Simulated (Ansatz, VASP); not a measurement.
One calculation of SiMo7S16 (a cell with a defect), two programs

```
Si Mo S
1.0
     6.33800    0.00000    0.00000
    -3.16900    5.48887    0.00000
     0.00000    0.00000   12.32400
Si Mo S
1 7 16
Direct
  0.16667 0.33333 0.25000
  0.16177 0.83089 0.25000
  0.66911 0.33823 0.25000
  0.66911 0.83089 0.25000
  0.33335 0.16665 0.75000
  0.33335 0.66669 0.75000
  0.83331 0.16665 0.75000
  0.83333 0.66667 0.75000
  0.16667 0.33333 0.62344
  0.16682 0.83341 0.62323
  0.66659 0.33318 0.62323
  0.66659 0.83341 0.62323
  0.32913 0.17087 0.12791
  0.32913 0.65826 0.12791
  0.84174 0.17087 0.12791
  0.83333 0.66667 0.12184
  0.16667 0.33333 0.87656
  0.16682 0.83341 0.87677
  0.66659 0.33318 0.87677
  0.66659 0.83341 0.87677
  0.32913 0.17087 0.37209
  0.32913 0.65826 0.37209
  0.84174 0.17087 0.37209
  0.83333 0.66667 0.37816
```

Alike in both runs: functional PBE; k mesh 4 × 4 × 2; occupations fermi-dirac, width 0.01 eV; no spin polarisation.

Ansatz relaxed the structure, and its values are those at the end. VASP's run is a single point on that final structure, the one shown.

|  | VASP | Ansatz |
| --- | --- | --- |
| version | VASP 6.6.1 | Ansatz 0.2.0 |
| potentials or method | VASP PAW PBE potentials, release 64 (Si, Mo_sv, S) | plane-wave PAW, scalar-relativistic |
| plane-wave cutoff (eV) | 520 | 420 |
| valence electrons in the cell | 198 | 198 |

Ansatz gave:

| Quantity | Value |
| --- | --- |
| pressure (GPa) | 3.6 |
| rms of the force components (eV/Å) | 0.003 |

Question: Which values does VASP return?

Answer: Pressure (GPa): 3.5; rms of the force components (eV/Å): 0.007.

The functional is the same, so the differences come from potentials, cutoffs and numerics. Ansatz warned: «gradients_without_spin_orbit».
